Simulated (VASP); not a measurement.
Output of a VASP run:

File OSZICAR:
```
       N       E                     dE             d eps       ncg     rms          rms(c)
DAV:   1     0.217503915404E+03    0.21750E+03   -0.14433E+04  3760   0.170E+03
DAV:   2    -0.199452929114E+02   -0.23745E+03   -0.22792E+03  3648   0.336E+02
DAV:   3    -0.323751747628E+02   -0.12430E+02   -0.11787E+02  3748   0.107E+02
DAV:   4    -0.325312759995E+02   -0.15610E+00   -0.15581E+00  3938   0.127E+01
DAV:   5    -0.325359741528E+02   -0.46982E-02   -0.46978E-02  4986   0.179E+00    0.228E+01
DAV:   6    -0.286810593962E+02    0.38549E+01   -0.39934E+01  3774   0.976E+01    0.149E+01
DAV:   7    -0.299863337829E+02   -0.13053E+01   -0.11971E+01  4176   0.852E+01    0.215E+01
DAV:   8    -0.276548920442E+02    0.23314E+01   -0.91311E+00  4240   0.502E+01    0.457E+00
DAV:   9    -0.276725331789E+02   -0.17641E-01   -0.44442E-01  4298   0.906E+00    0.284E+00
DAV:  10    -0.276459784198E+02    0.26555E-01   -0.64813E-02  4392   0.652E+00    0.125E+00
DAV:  11    -0.276426105247E+02    0.33679E-02   -0.15210E-02  5600   0.145E+00    0.684E-01
DAV:  12    -0.276429304945E+02   -0.31997E-03   -0.20044E-03  4642   0.876E-01    0.239E-01
DAV:  13    -0.276429687519E+02   -0.38257E-04   -0.43978E-04  4948   0.323E-01    0.735E-02
DAV:  14    -0.276429732623E+02   -0.45104E-05   -0.82849E-05  4752   0.173E-01    0.382E-02
DAV:  15    -0.276429726623E+02    0.60003E-06   -0.14854E-05  5268   0.726E-02    0.955E-03
DAV:  16    -0.276429728288E+02   -0.16649E-06   -0.25866E-06  2246   0.340E-02
   1 F= -.27642973E+02 E0= -.27642859E+02  d E =-.276430E+02  mag=     4.6454
       N       E                     dE             d eps       ncg     rms          rms(c)
DAV:   1    -0.276828391574E+02   -0.39866E-01   -0.44575E-01  3654   0.955E+00    0.209E+00
DAV:   2    -0.278435367508E+02   -0.16070E+00   -0.81620E-01  4186   0.216E+01    0.644E+00
DAV:   3    -0.276464158378E+02    0.19712E+00   -0.48560E-01  4166   0.195E+01    0.119E+00
DAV:   4    -0.276432584905E+02    0.31573E-02   -0.26898E-02  4160   0.262E+00    0.327E-01
DAV:   5    -0.276429844561E+02    0.27403E-03   -0.23828E-03  4540   0.528E-01    0.129E-01
DAV:   6    -0.276427246190E+02    0.25984E-03   -0.21527E-04  4774   0.261E-01    0.426E-02
DAV:   7    -0.276427229574E+02    0.16616E-05   -0.33251E-05  4090   0.603E-02    0.253E-02
DAV:   8    -0.276427236498E+02   -0.69239E-06   -0.64207E-06  3912   0.545E-02
   2 F= -.27642724E+02 E0= -.27642600E+02  d E =0.249179E-03  mag=     4.6214
       N       E                     dE             d eps       ncg     rms          rms(c)
DAV:   1    -0.276557129227E+02   -0.12990E-01   -0.13854E-01  3646   0.536E+00    0.115E+00
DAV:   2    -0.277103234382E+02   -0.54611E-01   -0.30396E-01  4152   0.119E+01    0.429E+00
DAV:   3    -0.276446558499E+02    0.65668E-01   -0.21200E-01  4266   0.110E+01    0.682E-01
DAV:   4    -0.276436347266E+02    0.10211E-02   -0.81545E-03  4192   0.131E+00    0.254E-01
DAV:   5    -0.276434054768E+02    0.22925E-03   -0.67328E-04  5192   0.349E-01    0.103E-01
DAV:   6    -0.276432912419E+02    0.11423E-03   -0.13859E-04  5686   0.177E-01    0.304E-02
DAV:   7    -0.276432912425E+02   -0.62846E-09   -0.22970E-05  3920   0.725E-02    0.143E-02
DAV:   8    -0.276432924212E+02   -0.11787E-05   -0.13767E-06  2186   0.194E-02    0.623E-03
DAV:   9    -0.276432933499E+02   -0.92868E-06   -0.92085E-07  2024   0.132E-02
   3 F= -.27643293E+02 E0= -.27643174E+02  d E =-.320521E-03  mag=     4.6347
```

**OUTCAR**
```
------------------------ aborting loop because EDIFF is reached ----------------------------------------
  FORCE on cell =-STRESS in cart. coord.  units (eV):
  Direction    XX          YY          ZZ          XY          YZ          ZX
  --------------------------------------------------------------------------------------
  Total       -0.0010707     -0.0010707     -0.0010707      0.0000000      0.0000000      0.0000000
  in kB       -0.0405582     -0.0405582     -0.0405582      0.0000000      0.0000000      0.0000000
  external PRESSURE =      -0.0405582 kB  Pullay stress =       0.0000000 kB
  volume of cell :       42.30
      direct lattice vectors                 reciprocal lattice vectors
     3.484176812  0.000000000 -0.000000000     0.287011841 -0.000000000 -0.000000000
     0.000000000  3.484176812 -0.000000000    -0.000000000  0.287011841 -0.000000000
     0.000000000  0.000000000  3.484176812     0.000000000  0.000000000  0.287011841
 POSITION                                       TOTAL-FORCE (eV/Angst)
 -----------------------------------------------------------------------------------
      0.00000      0.00000      0.00000        -0.000000      0.000000      0.000000
      0.00000      1.74209      1.74209         0.000000      0.000000      0.000000
      1.74209      0.00000      1.74209         0.000000     -0.000000      0.000000
      1.74209      1.74209     -0.00000        -0.000000      0.000000      0.000000
 -----------------------------------------------------------------------------------
    total drift:                                0.000000     -0.000000     -0.000000
  FREE ENERGIE OF THE ION-ELECTRON SYSTEM (eV)
  ---------------------------------------------------
  free  energy   TOTEN  =       -27.6432933499 eV

  energy  without entropy=      -27.6429353763  energy(sigma->0) =      -27.64317403

 total charge

# of ion       s       p       d       tot
------------------------------------------
    1        0.497   0.549   6.153   7.199
    2        0.529   0.562   8.344   9.434
    3        0.529   0.562   8.344   9.434
    4        0.529   0.562   8.344   9.434
--------------------------------------------------
tot          2.084   2.234  31.184  35.502

 magnetization (x)

# of ion       s       p       d       tot
------------------------------------------
    1        0.009   0.001   2.815   2.825
    2       -0.016  -0.043   0.659   0.601
    3       -0.016  -0.043   0.659   0.601
    4       -0.016  -0.043   0.659   0.601
--------------------------------------------------
tot         -0.038  -0.127   4.792   4.627

 reached required accuracy - stopping structural energy minimisation
```
(Selected blocks of OUTCAR.)

POSCAR:
```
Ni3Fe
1
    3.4881407161     0.0000000000     0.0000000000
    0.0000000000     3.4881407161    -0.0000000000
    0.0000000000    -0.0000000000     3.4881407161
Fe Ni
1 3
Direct
  0.0000000000   0.0000000000   0.0000000000
  0.0000000000   0.5000000000   0.5000000000
  0.5000000000   0.0000000000   0.5000000000
  0.5000000000   0.5000000000   0.0000000000
```

### Question
Reconstruct the remaining input files.

### Answer
This is not unique; one that fits is the input of the run itself, PBEsol GGA, plane waves, VASP's PBE PAW potentials (set 64).

KPOINTS:
```
Automatic mesh
0
Gamma
8 8 8
0 0 0
```

### INCAR
```
LORBIT=10
LREAL=.FALSE.
LMAXMIX=4
MAGMOM=3.0 3*0.7
EDIFF=1E-6   ! SCF stop (eV)
LASPH=.TRUE.
SYSTEM=Ni3Fe
NELM=100
LCHARG=.FALSE.
NSW=60
ENCUT=400   ! plane-wave cut-off (eV)
EDIFFG=-0.02   ! ionic stop
GGA=PS
ISMEAR=1
ISPIN=2   ! spin-polarised
ISIF=3   ! ions, shape and volume
SIGMA=0.1   ! width (eV)
PREC=Accurate
LWAVE=.FALSE.
IBRION=2
ALGO=Normal   ! blocked Davidson
```

POTCAR, in this order: Fe Ni (PBE.64 set). Program: vasp_std.

The compound is Ni3Fe in the L1_2 structure. This run relaxes it. Symmetry was kept, so distortions that lower it aren't found. The start is the result of an earlier pass.
